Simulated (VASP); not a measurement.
Consider the following.

```
GaN
1.0
    0.00000     2.23201     2.23201
    2.23201     0.00000     2.23201
    2.23201     2.23201     0.00000
Ga N
1 1
Direct
  0.00000   0.00000   0.00000
  0.25000   0.25000   0.25000
```

The numbers are results of LDA (Ceperley-Alder, Perdew-Zunger), VASP's LDA PAW potentials (set 64) (plane waves; VASP 6.6.1), not measurements. Numerical set-up: 520 eV cut-off, Gaussian smearing of 0.050 eV, potentials Ga_d N.

Problem. Give the energies of bands 7 to 11 at the high-symmetry points, in eV from the valence-band maximum.

Solution. 
| band | Γ | X | U | L | W |
|---|---|---|---|---|---|
| 7 | 0.00 | -6.32 | -6.06 | -7.31 | -5.88 |
| 8 | 0.00 | -2.84 | -4.47 | -1.02 | -3.87 |
| 9 | 0.00 | -2.84 | -2.28 | -1.02 | -3.84 |
| 10 | 1.93 | 3.26 | 4.93 | 4.74 | 6.17 |
| 11 | 10.29 | 6.65 | 7.95 | 8.74 | 8.53 |

The gap is direct, 1.93 eV, from the valence maximum at Γ to the conduction minimum at Γ.

The compound is GaN in the zinc blende structure, a metastable form; wurtzite is the usual one. It was relaxed first.
